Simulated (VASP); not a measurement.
Data:

```
CELL_PARAMETERS angstrom
      0.00000     2.70332     2.70332
      2.70332     0.00000     2.70332
      2.70332     2.70332     0.00000
ATOMIC_POSITIONS crystal
  Ga 0.00000 0.00000 0.00000
  Sb 0.25000 0.25000 0.25000
```

All values below come from PBEsol GGA, VASP's PBE PAW potentials (set 64) (plane waves; VASP). Settings: 500 eV cut-off, 12×12×12 Γ-centred mesh, first-order Methfessel-Paxton smearing of 0.10 eV, potentials Ga_d Sb.

Unless said otherwise, spin-orbit coupling is left out, though it shifts the bands of the heavy elements here.

Task: Predict the energy per atom (σ→0), pressure, band gap (on the k-mesh) with the smallest direct gap where there is one.

Result: 
| Quantity | Result |
|---|---|
| band gap (on the k-mesh) | none (metal, semimetal or under 0.01 eV) |
| energy per atom (σ→0) | -3.197 eV/atom |
| pressure | 44.96 GPa |

The compound is GaSb in the zinc blende structure. It was relaxed first under an external pressure of 45 GPa.
